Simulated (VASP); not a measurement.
# CaO (Lime): the band gap, functional by functional

Aim: the gap of CaO (Lime) on one structure at many levels of theory. The starting structure is a measured crystal structure from the Crystallography Open Database. Cell and atoms stay as given. Meshes and data sets differ where the inputs say so.

Main program and level: VASP 6.6.1; Kohn-Sham DFT with plane waves and PAW; LDA, PBE, r2SCAN, TB-mBJ, HSE06, PBE0 and r2SCAN-EpsX.

## 1. Starting point

The structure is cubic, space group Fm-3m (No. 225). The conventional cell has a = 4.813 Å, b = 4.813 Å, c = 4.813 Å, α = 90.00°, β = 90.00°, γ = 90.00°. Nearest to Ca lie 6 O at 2.41 Å. Nearest to O lie 6 Ca at 2.41 Å. Farther neighbours and most contacts between anions are not listed.

## 2. Bands with LDA

LDA, the lowest rung, knows the local density alone.

INCAR

```
SYSTEM = CaO
PREC = Accurate
ENCUT = 460
EDIFF = 1E-06
NELM = 100
ISMEAR = 0
SIGMA = 0.03
LREAL = .FALSE.
ALGO = Normal
GGA = CA
NBANDS = 20
LORBIT = 11
LWAVE = .FALSE.
LCHARG = .FALSE.
KPAR = 4
```

POSCAR

```
CaO
1.0
    0.0000000000      2.4065000000      2.4065000000
    2.4065000000      0.0000000000      2.4065000000
    2.4065000000      2.4065000000      0.0000000000
Ca O
1 1
Direct
    0.0000000000      0.0000000000      0.0000000000
    0.5000000000      0.5000000000      0.5000000000
```

KPOINTS

```
Automatic mesh
0
Gamma
8 8 8
0 0 0
```

KPOINTS_OPT

```
Line mode
10
Line-mode
Reciprocal
  0.00000000   0.00000000   0.00000000 GAMMA
  0.50000000   0.00000000   0.50000000 X

  0.50000000   0.00000000   0.50000000 X
  0.50000000   0.25000000   0.75000000 W

  0.50000000   0.25000000   0.75000000 W
  0.37500000   0.37500000   0.75000000 K

  0.37500000   0.37500000   0.75000000 K
  0.00000000   0.00000000   0.00000000 GAMMA

  0.00000000   0.00000000   0.00000000 GAMMA
  0.50000000   0.50000000   0.50000000 L

  0.50000000   0.50000000   0.50000000 L
  0.62500000   0.25000000   0.62500000 U

  0.62500000   0.25000000   0.62500000 U
  0.50000000   0.25000000   0.75000000 W

  0.50000000   0.25000000   0.75000000 W
  0.50000000   0.50000000   0.50000000 L

  0.50000000   0.50000000   0.50000000 L
  0.37500000   0.37500000   0.75000000 K

  0.62500000   0.25000000   0.62500000 U
  0.50000000   0.00000000   0.50000000 X
```

Potentials, in the order of the species: Ca_sv and O (LDA family, release 64).

Launch:

```
$ mpirun -np 4 vasp_std
```

Log:

```text
[banner, memory and clock lines left out]
running    4 mpi-ranks, on    1 nodes
 distrk:  each k-point on    1 cores,    4 groups
 distr:  one band on    1 cores,    1 groups

 POSCAR found type information on POSCAR CaO
 POSCAR found :  2 types and       2 ions
 LDA part: xc-table for (Slater(with rela. corr.)+CA(PZ))
 , standard interpolation
 POSCAR, INCAR and KPOINTS ok, starting setup
 FFT: planning ... GRIDC
 FFT: planning ... GRID_SOFT
 FFT: planning ... GRID
 WAVECAR not read
 entering main loop
       N       E                     dE             d eps       ncg     rms          rms(c)
DAV:   1     0.117852546048E+03    0.11785E+03   -0.71611E+03  1160   0.750E+02
DAV:   2    -0.114886532131E+02   -0.12934E+03   -0.12045E+03  1256   0.234E+02
DAV:   3    -0.157992028731E+02   -0.43105E+01   -0.42711E+01  1536   0.430E+01
DAV:   4    -0.158867238089E+02   -0.87521E-01   -0.87454E-01  1428   0.558E+00
DAV:   5    -0.158886942807E+02   -0.19705E-02   -0.19704E-02  1456   0.712E-01    0.842E+00
DAV:   6    -0.143485719883E+02    0.15401E+01   -0.27480E+00  1300   0.161E+01    0.374E+00
DAV:   7    -0.142271558832E+02    0.12142E+00   -0.29852E-01  1340   0.476E+00    0.185E+00
DAV:   8    -0.141931817247E+02    0.33974E-01   -0.10721E-01  1512   0.245E+00    0.488E-01
DAV:   9    -0.141912385134E+02    0.19432E-02   -0.48227E-03  1360   0.441E-01    0.112E-01
DAV:  10    -0.141913600120E+02   -0.12150E-03   -0.24892E-04  1356   0.138E-01    0.563E-02
DAV:  11    -0.141913318681E+02    0.28144E-04   -0.29657E-05  1480   0.476E-02    0.895E-03
DAV:  12    -0.141913314813E+02    0.38672E-06   -0.57043E-06  1472   0.176E-02
   1 F= -.14191331E+02 E0= -.14191331E+02  d E =-.184098E-27
 Start KPOINTS_OPT (optional k-point list driver)
k-point batch [1-29\100]
       N       E                     dE             ncg
DAV:   1    -0.179554136983E+04   -0.17859E+05     1160
DAV:   2    -0.531854977289E+04   -0.35230E+04     1308
DAV:   3    -0.543787915155E+04   -0.11933E+03     1460
DAV:   4    -0.543992231465E+04   -0.20432E+01     1372
DAV:   5    -0.543996808444E+04   -0.45770E-01     1440
DAV:   6    -0.543996933721E+04   -0.12528E-02     1364
DAV:   7    -0.543996937364E+04   -0.36427E-04     1412
DAV:   8    -0.543996937464E+04   -0.10050E-05     1012
DAV:   9    -0.543996937472E+04   -0.76485E-07      892
[...]
k-point batch [88-100\100]
       N       E                     dE             ncg
DAV:   1     0.855382833675E+04   -0.91211E+04      520
DAV:   2     0.698620842778E+04   -0.15676E+04      588
DAV:   3     0.693442600817E+04   -0.51782E+02      700
DAV:   4     0.693375411194E+04   -0.67190E+00      584
DAV:   5     0.693374194925E+04   -0.12163E-01      700
DAV:   6     0.693374166804E+04   -0.28122E-03      556
DAV:   7     0.693374166122E+04   -0.68131E-05      700
DAV:   8     0.693374166108E+04   -0.13996E-06      376
```

Elapsed: 6.8 s, on 4 MPI ranks of AMD EPYC 9R14 (Zen 4), shared host; peak memory 0.45 GiB; 25 s of CPU time.

Lines that name or quote the potential files are left out of all logs, and their timing lines are given in words.

From OUTCAR (step 2):

```text
ion  position               nearest neighbor table
   1  0.000  0.000  0.000-   2 2.41   2 2.41   2 2.41   2 2.41   2 2.41   2 2.41
   2  0.500  0.500  0.500-   1 2.41   1 2.41   1 2.41   1 2.41   1 2.41   1 2.41

  LATTYP: Found a face centered cubic cell.
 ALAT       =     4.8130000000

 Subroutine GETGRP returns: Found 48 space group operations
 (whereof 48 operations were pure point group operations)

The static configuration has the point symmetry O_h .

 Found     29 irreducible k-points:

   k-points           NKPTS =     29   k-points in BZ     NKDIM =     29   number of bands    NBANDS=     20

   dimension x,y,z NGX =    24 NGY =   24 NGZ =   24
   dimension x,y,z NGXF=    48 NGYF=   48 NGZF=   48

   ENCUT  =  460.0 eV  33.81 Ry    5.81 a.u.   5.95  5.95  5.95*2*pi/ulx,y,z

   NELECT =      16.0000    total number of electrons

 k-points in reciprocal lattice and weights: Automatic mesh
   0.00000000  0.00000000  0.00000000       0.002
   0.12500000  0.00000000  0.00000000       0.016
   0.25000000  0.00000000  0.00000000       0.016
   0.37500000  0.00000000  0.00000000       0.016
   0.50000000  0.00000000  0.00000000       0.008
   0.12500000  0.12500000  0.00000000       0.012
   0.25000000  0.12500000  0.00000000       0.047
   0.37500000  0.12500000  0.00000000       0.047
   0.50000000  0.12500000  0.00000000       0.047
[...]
-0.37500000  0.50000000  0.12500000       0.023
  -0.25000000  0.50000000  0.25000000       0.012

 average (electrostatic) potential at core
       1 -43.8868       2 -71.4752

 E-fermi :   2.2105

 k-point     1 :       0.0000    0.0000    0.0000
  band No.  band energies     occupation
    ...
      4     -16.1375      2.00000
      5     -13.2092      2.00000
      6       1.9888      2.00000
      7       1.9888      2.00000
      8       1.9888      2.00000
      9       6.5191      0.00000
     10       8.0891      0.00000
     11       8.0891      0.00000
     12       8.0891      0.00000
     13       9.6420      0.00000
    ...

 k-point     2 :       0.1250    0.0000    0.0000
  band No.  band energies     occupation
    ...
      4     -16.1459      2.00000
      5     -12.9803      2.00000
      6       1.4377      2.00000
      7       1.7735      2.00000
      8       1.7735      2.00000
      9       7.2068      0.00000
     10       8.0463      0.00000
     11       8.3588      0.00000
     12       8.3588      0.00000
     13      10.0149      0.00000
    ...

 k-point     3 :       0.2500    0.0000    0.0000
  band No.  band energies     occupation
    ...
      4     -16.1659      2.00000
      5     -12.5153      2.00000
      6       0.4148      2.00000
      7       1.3145      2.00000
      8       1.3145      2.00000
      9       8.1029      0.00000
     10       8.6685      0.00000
     11       9.0675      0.00000
     12       9.0675      0.00000
     13      10.9118      0.00000
    ...

  Total       -1.2462059     -1.2462059     -1.2462059      0.0000000     -0.0000000      0.0000000
  in kB      -71.6329410    -71.6329410    -71.6329410      0.0000000     -0.0000000      0.0000000
  external PRESSURE =     -71.6329410 kB  Pullay stress =       0.0000000 kB

  energy-cutoff  :      460.00
  volume of cell :       27.87
      direct lattice vectors                 reciprocal lattice vectors
     0.000000000  2.406500000  2.406500000    -0.207770621  0.207770621  0.207770621
     2.406500000  0.000000000  2.406500000     0.207770621 -0.207770621  0.207770621
     2.406500000  2.406500000  0.000000000     0.207770621  0.207770621 -0.207770621

 POSITION                                       TOTAL-FORCE (eV/Angst)
 -----------------------------------------------------------------------------------
      0.00000      0.00000      0.00000         0.000000      0.000000      0.000000
      2.40650      2.40650      2.40650        -0.000000     -0.000000     -0.000000
 -----------------------------------------------------------------------------------
    total drift:                                0.000000     -0.000000     -0.000000

  FREE ENERGIE OF THE ION-ELECTRON SYSTEM (eV)
  ---------------------------------------------------
  free  energy   TOTEN  =       -14.1913314813 eV

  energy  without entropy=      -14.1913314813  energy(sigma->0) =      -14.19133148

 total charge
# of ion       s       p       d       tot
------------------------------------------
    1        2.041   5.872   0.306   8.219
    2        1.546   3.426   0.000   4.972
--------------------------------------------------
tot          3.586   9.298   0.306  13.191

[... 3 further parts left out ...]
```

At this level the cell is under a tension of 7.2 GPa, so at these settings it is away from equilibrium.

LDA gives a least gap of 3.462 eV, and a least direct gap of 3.839 eV.

## 3. Bands with PBE

PBE, the usual starting point, adds the gradient of the density.

INCAR: that of step 2 with these lines changed.

```diff
@@ -9,3 +9,3 @@
 ALGO = Normal
-GGA = CA
+GGA = PE
 NBANDS = 20
```

POSCAR is that of step 2.

KPOINTS is that of step 2.

KPOINTS_OPT is that of step 2.

The projector-augmented-wave data sets are Ca_sv and O (PBE family, release 64).

Launch:

```
$ mpirun -np 4 vasp_std
```

Log:

```text
[banner, memory and clock lines left out]
running    4 mpi-ranks, on    1 nodes
[...]
LDA part: xc-table for (Slater+PW92), standard interpolation
 POSCAR, INCAR and KPOINTS ok, starting setup
[...]
entering main loop
       N       E                     dE             d eps       ncg     rms          rms(c)
DAV:   1     0.120331477676E+03    0.12033E+03   -0.71819E+03  1160   0.750E+02
DAV:   2    -0.100462574053E+02   -0.13038E+03   -0.12147E+03  1256   0.235E+02
DAV:   3    -0.144203662295E+02   -0.43741E+01   -0.43344E+01  1536   0.434E+01
DAV:   4    -0.145108040819E+02   -0.90438E-01   -0.90370E-01  1424   0.565E+00
[...]
DAV:  10    -0.128055590364E+02   -0.67249E-03   -0.63215E-04  1304   0.186E-01    0.581E-02
DAV:  11    -0.128055280843E+02    0.30952E-04   -0.33723E-05  1540   0.660E-02    0.673E-03
DAV:  12    -0.128055287978E+02   -0.71349E-06   -0.78727E-06  1296   0.194E-02
   1 F= -.12805529E+02 E0= -.12805529E+02  d E =-.164012E-35
 Start KPOINTS_OPT (optional k-point list driver)
k-point batch [1-29\100]
       N       E                     dE             ncg
DAV:   1    -0.170361430490E+04   -0.17767E+05     1160
DAV:   2    -0.526023327226E+04   -0.35566E+04     1308
DAV:   3    -0.538091848299E+04   -0.12069E+03     1484
DAV:   4    -0.538301702299E+04   -0.20985E+01     1360
DAV:   5    -0.538306222195E+04   -0.45199E-01     1476
DAV:   6    -0.538306345799E+04   -0.12360E-02     1352
DAV:   7    -0.538306349469E+04   -0.36696E-04     1452
DAV:   8    -0.538306349572E+04   -0.10324E-05      976
DAV:   9    -0.538306349579E+04   -0.72500E-07      860
[...]
k-point batch [88-100\100]
       N       E                     dE             ncg
DAV:   1     0.859600903645E+04   -0.90789E+04      520
DAV:   2     0.701248357299E+04   -0.15835E+04      588
DAV:   3     0.696013220660E+04   -0.52351E+02      696
DAV:   4     0.695944637315E+04   -0.68583E+00      588
DAV:   5     0.695943422785E+04   -0.12145E-01      700
DAV:   6     0.695943394634E+04   -0.28151E-03      568
DAV:   7     0.695943393941E+04   -0.69224E-05      696
DAV:   8     0.695943393927E+04   -0.14343E-06      376
```

Wall time 7 s (4 MPI ranks); peak memory 0.49 GiB; 25 s of CPU time.

From OUTCAR (step 3):

```text
  Total        0.2106730      0.2106730      0.2106730      0.0000000      0.0000000      0.0000000
  in kB       12.1096551     12.1096551     12.1096551      0.0000000      0.0000000      0.0000000
  external PRESSURE =      12.1096551 kB  Pullay stress =       0.0000000 kB

 POSITION                                       TOTAL-FORCE (eV/Angst)
 -----------------------------------------------------------------------------------
      0.00000      0.00000      0.00000         0.000000     -0.000000      0.000000
      2.40650      2.40650      2.40650        -0.000000      0.000000     -0.000000
 -----------------------------------------------------------------------------------
    total drift:                                0.000000     -0.000000     -0.000000

  FREE ENERGIE OF THE ION-ELECTRON SYSTEM (eV)
  ---------------------------------------------------
  free  energy   TOTEN  =       -12.8055287978 eV

  energy  without entropy=      -12.8055287978  energy(sigma->0) =      -12.80552880

[... 2 parts as in an earlier step ...]

[... 1 further part left out ...]
[key lines of the parts left out:]
E-fermi :   2.5824
```

PBE gives a least gap of 3.637 eV, and a least direct gap of 4.013 eV. The least gap is +0.175 eV from that of LDA.

## 4. Bands with r2SCAN

r2SCAN adds the kinetic-energy density, costs more than a GGA and is run with LASPH.

INCAR: that of step 3 with these lines changed.

```diff
@@ -9,3 +9,4 @@
 ALGO = Normal
-GGA = PE
+METAGGA = R2SCAN
+LASPH = .TRUE.
 NBANDS = 20
```

POSCAR is that of step 3.

KPOINTS is that of step 3.

KPOINTS_OPT is that of step 3.

Launch:

```
$ mpirun -np 4 vasp_std
```

Log:

```text
[banner, memory and clock lines left out]
running    4 mpi-ranks, on    1 nodes
[...]
|                                                                             |
|               ----> ADVICE to this user running VASP <----                  |
|                                                                             |
|     You enforced a specific xc type in the INCAR file but a different       |
|     [... a line on the potential file left out ...]
|     I HOPE YOU KNOW WHAT YOU ARE DOING!                                     |
|                                                                             |

 LDA part: xc-table for (None), standard interpolation
 POSCAR, INCAR and KPOINTS ok, starting setup
[...]
entering main loop
       N       E                     dE             d eps       ncg     rms          rms(c)
DAV:   1     0.113732087215E+03    0.11373E+03   -0.72985E+03  1160   0.767E+02
DAV:   2    -0.206140341771E+02   -0.13435E+03   -0.12516E+03  1272   0.242E+02
[...]
DAV:  13    -0.194575295894E+02   -0.46504E-06   -0.52200E-06  1484   0.162E-02
   1 F= -.19457530E+02 E0= -.19457530E+02  d E =-.509157E-23
 Start KPOINTS_OPT (optional k-point list driver)
k-point batch [1-29\100]
       N       E                     dE             ncg
DAV:   1    -0.193102309973E+04   -0.17995E+05     1160
DAV:   2    -0.564336070026E+04   -0.37123E+04     1312
DAV:   3    -0.576711915707E+04   -0.12376E+03     1496
DAV:   4    -0.576937946621E+04   -0.22603E+01     1360
DAV:   5    -0.576943310178E+04   -0.53636E-01     1496
DAV:   6    -0.576943471471E+04   -0.16129E-02     1360
DAV:   7    -0.576943475906E+04   -0.44354E-04     1464
DAV:   8    -0.576943476043E+04   -0.13694E-05      940
DAV:   9    -0.576943476052E+04   -0.89680E-07      844
[...]
k-point batch [88-100\100]
       N       E                     dE             ncg
DAV:   1     0.849370140523E+04   -0.91812E+04      520
DAV:   2     0.684062015431E+04   -0.16531E+04      588
DAV:   3     0.678691121590E+04   -0.53709E+02      692
DAV:   4     0.678617748116E+04   -0.73373E+00      580
DAV:   5     0.678616310410E+04   -0.14377E-01      704
DAV:   6     0.678616275026E+04   -0.35384E-03      576
DAV:   7     0.678616274150E+04   -0.87656E-05      684
DAV:   8     0.678616274130E+04   -0.19912E-06      392
```

The job ended after 30 s (4 MPI ranks; peak memory 0.5 GiB; 1.9 min of CPU time).

Parts of OUTCAR (step 4):

```text
  Total       -0.1427414     -0.1427414     -0.1427414      0.0000000      0.0000000      0.0000000
  in kB       -8.2048926     -8.2048926     -8.2048926      0.0000000      0.0000000      0.0000000
  external PRESSURE =      -8.2048926 kB  Pullay stress =       0.0000000 kB

 POSITION                                       TOTAL-FORCE (eV/Angst)
 -----------------------------------------------------------------------------------
      0.00000      0.00000      0.00000        -0.000000     -0.000000     -0.000000
      2.40650      2.40650      2.40650         0.000000      0.000000      0.000000
 -----------------------------------------------------------------------------------
    total drift:                                0.000000     -0.000000     -0.000000

  FREE ENERGIE OF THE ION-ELECTRON SYSTEM (eV)
  ---------------------------------------------------
  free  energy   TOTEN  =       -19.4575295894 eV

  energy  without entropy=      -19.4575295894  energy(sigma->0) =      -19.45752959

[... 2 parts as in an earlier step ...]

[... 1 further part left out ...]
[key lines of the parts left out:]
E-fermi :   2.1920
```

r2SCAN gives a least gap of 4.189 eV, and a least direct gap of 4.564 eV. The least gap is +0.727 eV from that of LDA.

(Continued in part 2 of 2.)

[Lines on the potential files, build, host, timing and source positions are cut from VASP's logs without a mark.]

[Logs are printed without paths, hosts, clocks, repeated set-up lines and the standing remarks that a program may print on its own settings, such as how far it seeks lower states.]

[Hosts, paths, dates, database ids (printed as entryN), source tags and the programs' standing remarks are cut or masked in the printed files.]
